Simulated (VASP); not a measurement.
Wanted: the native input for a VASP 6.6.1 run.

```yaml
Task: single point
Functional: HSE06
Potentials_or_basis: VASP PAW PBE potentials, release 64 (C)
Cutoff: 420 eV
k_mesh: 8 × 8 × 8
Occupations: gaussian, width 0.05 eV
Spin: no spin polarisation
Grid_for_exact_exchange_PRECFOCK: Fast
Screening_parameter: 0.2 1/A
Further_INCAR_settings: ALGO = Normal; EDIFF = 1e-07
```

Crystal: C.

```
C
1.0
     0.00000    1.78350    1.78350
     1.78350    0.00000    1.78350
     1.78350    1.78350    0.00000
C
2
Direct
  0.00000 0.00000 0.00000
  0.25000 0.25000 0.25000
```

This isn't the form of C at room conditions, which is graphite.

The input as run:

POSCAR

```
C
1.0
    0.0000000000      1.7835000000      1.7835000000
    1.7835000000      0.0000000000      1.7835000000
    1.7835000000      1.7835000000      0.0000000000
C
2
Direct
    0.0000000000      0.0000000000      0.0000000000
    0.2500000000      0.2500000000      0.2500000000
```

INCAR.step1

```
SYSTEM = C
ALGO = Normal
EDIFF = 1E-5
ENCUT = 420
GGA = PE
ISIF = 2
ISMEAR = 0
LASPH = .TRUE.
LCHARG = .FALSE.
LREAL = .FALSE.
LWAVE = .TRUE.
NELM = 80
PREC = Accurate
SIGMA = 0.05
```

INCAR.step2

```
SYSTEM = C
ALGO = Normal
EDIFF = 1E-7
ENCUT = 420
GGA = PE
HFSCREEN = 0.2
ISIF = 2
ISMEAR = 0
ISTART = 1
LASPH = .TRUE.
LCHARG = .FALSE.
LHFCALC = .TRUE.
LREAL = .FALSE.
LWAVE = .FALSE.
NELM = 80
PREC = Accurate
PRECFOCK = Fast
SIGMA = 0.05
```

KPOINTS

```
k-points
0
G
  8 8 8
  0 0 0
```

Potentials or basis: VASP PAW PBE potentials, release 64 (C).

Command:

```bash
$ cat potpaw_PBE.64/C/POTCAR > POTCAR
$ cp INCAR.step1 INCAR
$ mpirun -np 1 vasp_std > vasp.out
$ cp INCAR.step2 INCAR
$ mpirun -np 1 vasp_std > vasp.out
```

It gave:

```yaml
Band_gap_on_the_k_mesh: 5.29 eV, indirect (least direct gap 6.98 eV)
```

It took 3.6 min on 1 thread of Intel(R) Xeon(R) Platinum 8559C (Emerald Rapids), with other jobs on the host, peak memory 0.2 GiB.
